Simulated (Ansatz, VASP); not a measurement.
One calculation of Y2Si3O, two programs

```xyz
6
Lattice="3.3764 0.0000 0.0000 0.0000 3.3764 0.0000 0.0000 0.0000 9.4260" Properties=species:S:1:pos:R:3 pbc="T T T"
Y     0.0000    1.6882    7.1366
Y     1.6882    0.0000    2.2893
Si    1.6882    1.6882    0.0000
Si    0.0000    1.6882    4.2249
Si    1.6882    0.0000    5.2011
O     0.0000    0.0000    0.0000
```

Change from the starting cell: species swapped into the Hf2CuSb3 type (P-4m2, No. 115).

Alike in both runs: functional PBE; k mesh 6 × 6 × 2; occupations gaussian, width 0.1 eV; no spin polarisation.

Ansatz relaxed the structure, and its values are those at the end. VASP's run is a single point on that final structure, the one shown.

|  | VASP | Ansatz |
| --- | --- | --- |
| version | VASP 6.6.1 | Ansatz 0.2.0 |
| potentials or method | VASP PAW PBE potentials, release 64 (Y_sv, Si, O) | scalar-relativistic, plane waves, PAW |
| plane-wave cutoff (eV) | 520 | 420 |
| valence electrons in the cell | 40 | 40 |

```tsv
	VASP	Ansatz	Ansatz less VASP
gap on the k mesh at the Fermi level (eV)	none	none	-
pressure (GPa)	-0.1	0.0	+0.08
rms of the force components (eV/Å)	0.009	0.008	-0.0010
```

A gap of «none» marks a metal or a gap that the smearing closes.
